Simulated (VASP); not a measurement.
OSZICAR of a VASP run on CeO$_{2}$ (fluorite):

### OSZICAR
```
       N       E                     dE             d eps       ncg     rms          rms(c)
DAV:   1     0.226859958430E+03    0.22686E+03   -0.11689E+04   664   0.201E+03
DAV:   2     0.113403556831E+02   -0.21552E+03   -0.20726E+03   960   0.313E+02
DAV:   3    -0.242950100210E+02   -0.35635E+02   -0.29602E+02   808   0.140E+02
DAV:   4    -0.259479443075E+02   -0.16529E+01   -0.16527E+01   976   0.332E+01
DAV:   5    -0.260220334884E+02   -0.74089E-01   -0.74079E-01  1056   0.634E+00    0.321E+01
DAV:   6    -0.236380922022E+02    0.23839E+01   -0.86028E+01   960   0.589E+01    0.233E+01
DAV:   7    -0.225826483516E+02    0.10554E+01   -0.15914E+02   960   0.126E+02    0.222E+01
DAV:   8    -0.217818232889E+02    0.80083E+00   -0.31477E+00   760   0.198E+01    0.137E+01
DAV:   9    -0.207384175214E+02    0.10434E+01   -0.63629E+00   960   0.212E+01    0.146E+00
DAV:  10    -0.207298857934E+02    0.85317E-02   -0.21349E-01  1080   0.376E+00    0.107E+00
DAV:  11    -0.207227958385E+02    0.70900E-02   -0.28963E-02   944   0.162E+00    0.116E+00
DAV:  12    -0.207138884043E+02    0.89074E-02   -0.85385E-02   800   0.189E+00    0.813E-01
DAV:  13    -0.207118730340E+02    0.20154E-02   -0.76670E-02  1056   0.277E+00    0.595E-01
DAV:  14    -0.207108119926E+02    0.10610E-02   -0.79783E-03   848   0.905E-01    0.178E-01
DAV:  15    -0.207107905580E+02    0.21435E-04   -0.55753E-04  1016   0.188E-01    0.889E-02
DAV:  16    -0.207107954552E+02   -0.48973E-05   -0.15843E-04   728   0.870E-02    0.759E-02
DAV:  17    -0.207107781945E+02    0.17261E-04   -0.13369E-04   992   0.997E-02    0.648E-03
DAV:  18    -0.207107789910E+02   -0.79655E-06   -0.35318E-06   664   0.186E-02
   1 F= -.20710779E+02 E0= -.20710779E+02  d E =-.207108E+02
       N       E                     dE             d eps       ncg     rms          rms(c)
DAV:   1    -0.208252301781E+02   -0.11445E+00   -0.29696E+00   672   0.179E+01    0.556E+00
DAV:   2    -0.207824831807E+02    0.42747E-01   -0.17700E+00   960   0.139E+01    0.252E+00
DAV:   3    -0.207253062974E+02    0.57177E-01   -0.11042E+00   952   0.856E+00    0.178E+00
DAV:   4    -0.207087076534E+02    0.16599E-01   -0.17131E-01   952   0.388E+00    0.139E-01
DAV:   5    -0.207082581358E+02    0.44952E-03   -0.52309E-03  1080   0.663E-01    0.225E-01
DAV:   6    -0.207083093043E+02   -0.51168E-04   -0.13321E-03  1184   0.311E-01    0.575E-02
DAV:   7    -0.207083456338E+02   -0.36329E-04   -0.91781E-05   976   0.661E-02    0.426E-02
DAV:   8    -0.207083611182E+02   -0.15484E-04   -0.44494E-04  1000   0.172E-01    0.518E-03
DAV:   9    -0.207083640117E+02   -0.28935E-05   -0.30222E-05   888   0.266E-02    0.624E-03
DAV:  10    -0.207083641238E+02   -0.11212E-06   -0.80917E-07   512   0.702E-03
   2 F= -.20708364E+02 E0= -.20708364E+02  d E =0.241487E-02
       N       E                     dE             d eps       ncg     rms          rms(c)
DAV:   1    -0.207519999368E+02   -0.43636E-01   -0.10218E+00   672   0.107E+01    0.319E+00
DAV:   2    -0.207273227700E+02    0.24677E-01   -0.36628E-01   960   0.626E+00    0.112E+00
DAV:   3    -0.207221284387E+02    0.51943E-02   -0.33435E-01   976   0.486E+00    0.119E+00
DAV:   4    -0.207131681103E+02    0.89603E-02   -0.64071E-02   968   0.236E+00    0.914E-02
DAV:   5    -0.207130840030E+02    0.84107E-04   -0.28948E-03  1160   0.328E-01    0.668E-02
DAV:   6    -0.207131024102E+02   -0.18407E-04   -0.12234E-04   824   0.896E-02    0.511E-02
DAV:   7    -0.207131751761E+02   -0.72766E-04   -0.33136E-04  1064   0.152E-01    0.352E-02
DAV:   8    -0.207131733672E+02    0.18089E-05   -0.31247E-05   832   0.580E-02    0.104E-02
DAV:   9    -0.207131728233E+02    0.54394E-06   -0.31786E-06   616   0.132E-02
   3 F= -.20713173E+02 E0= -.20713173E+02  d E =-.239383E-02
```

### Question
Which electronic solver shows in the log?

### Answer
It is blocked Davidson (ALGO = Normal, or the opening steps of other solvers). The INCAR had ALGO = Normal.

### Question
How was spin treated?

### Answer
Without spin polarisation: there is no mag entry.

### Question
Can the final energy be trusted as converged?

### Answer
The calculation finished and met its thresholds. It stopped with EDIFF = 1E-6, NELM = 100, NSW = 60 and EDIFFG = -0.02 after 3 ionic steps (vdW-DF-cx, plane waves, VASP's PBE PAW potentials (set 64)).

The compound is CeO2 in the fluorite structure. This run relaxes it. Symmetry was kept, so distortions that lower it aren't found. The start is the result of an earlier pass. The run is not spin-polarised, so no magnetic state was tried.
